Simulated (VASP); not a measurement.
**Ba2Re in VASP: the effect of strain**

Crystal: Ba2Re.

```xyz
3
Lattice="5.1300 0.0000 0.0000 -2.5650 4.4427 0.0000 0.0000 0.0000 3.5273" Properties=species:S:1:pos:R:3 pbc="T T T"
Ba    2.5650    1.4809    2.6051
Ba    0.0000    2.9618    0.9222
Re    0.0000    0.0000    0.0000
```

The cell was built by a generator and needn't be a form met in nature.

The cell isn't the ideal one: strain = -0.04.

Alike in all runs:

```yaml
Program: VASP 6.6.1
Task: single point
Functional: PBE
Potentials_or_basis: VASP PAW PBE potentials, release 64 (Ba_sv, Re)
Cutoff: 520 eV
k_mesh: 6 × 6 × 8
Occupations: fermi-dirac, width 0.05 eV
Spin: no spin polarisation
Strain_kind: biaxial_xy
Further_INCAR_settings: ALGO = Fast; EDIFF = 1e-07; NBANDS = 20
```

| strain | pressure (GPa) | largest force (eV/Å) |
| --- | --- | --- |
| -0.04 | 7.1 | 0.15 |
| -0.02 | 4.1 | 0.09 |
| -0.01 | 2.9 | 0.07 |
| 0 | ? | ? |
| 0.01 | 0.8 | 0.03 |
| 0.02 | -0.1 | 0.02 |
| 0.04 | -1.6 | 0.01 |

**Question.** What does the run with strain 0 give?

**Answer.** Pressure 1.8 GPa; largest force 0.05 eV/Å.

Worked out: A parabola through the other rows of the pressure, of slope -108 GPa per unit of strain there, gives 1.8 GPa, against the run's 1.8. A parabola through the other rows of the largest force, of slope -1.76 eV/Å per unit of strain there, gives 0.05 eV/Å, against the run's 0.05.
